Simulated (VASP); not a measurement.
Wanted: the native input for a VASP 6.6.1 run.

| Item | Value |
| --- | --- |
| Task | single point |
| Functional | PBEsol |
| Potentials or basis | VASP PAW PBE potentials, release 64 (Hf_pv, B) |
| Cutoff | 520 eV |
| k mesh | 24 × 24 × 18 |
| Occupations | gaussian, width 0.1 eV |
| Spin | no spin polarisation |
| Dipole correction | no |
| Further INCAR settings | ALGO = Fast; EDIFF = 1e-07; NBANDS = 15 |

The structure of HfB2 lies in POSCAR:

```
HfB2
1.0
    3.1272675614      0.0000000000      0.0000000000
   -1.5636337807      2.7082931526      0.0000000000
    0.0000000000      0.0000000000      3.4469749437
Hf B
1 2
Direct
    0.0000000000      0.0000000000      0.0000000000
    0.3333333333      0.6666666667      0.5000000000
    0.6666666667      0.3333333333      0.5000000000
```

The cell comes from a database or a generator and needn't be the stable form of this composition.

These files were run (other wordings do the same):

INCAR

```
PREC     = Accurate       # precision mode
ENCUT    = 520            # plane-wave cutoff, eV
EDIFF    = 1E-7           # SCF threshold, eV
ISMEAR   = 0              # smearing method
SIGMA    = 0.1            # smearing width, eV
LREAL    = False          # projectors in reciprocal space
LASPH    = True           # aspherical terms in the spheres
NELM     = 100            # most SCF steps
ALGO     = Fast           # electronic algorithm
ISIF     = 2              # what is computed and relaxed
LWAVE    = False          # write WAVECAR
LCHARG   = True           # write CHGCAR
GGA      = PS             # functional
LELF     = True           # ELF
LVHAR    = True         
NBANDS   = 15             # bands
```

KPOINTS

```
Automatic mesh
0
Gamma
  24 24 18
```

Potentials or basis: VASP PAW PBE potentials, release 64 (Hf_pv, B).

Launch:

```bash
$ cat potpaw_PBE.64/Hf_pv/POTCAR potpaw_PBE.64/B/POTCAR > POTCAR
$ mpirun -np 1 vasp_std > vasp.out
```

It gave:

```
Pressure               : 0.0 GPa
Band gap on the k mesh : none (metal or under the smearing width)
```

Caveat: the PAW data sets were made with another functional, which shifts forces and pressure a little.

It took 94 s on 1 thread of Intel(R) Xeon(R) 6975P-C (Granite Rapids), on a shared host, peak memory 0.36 GiB.
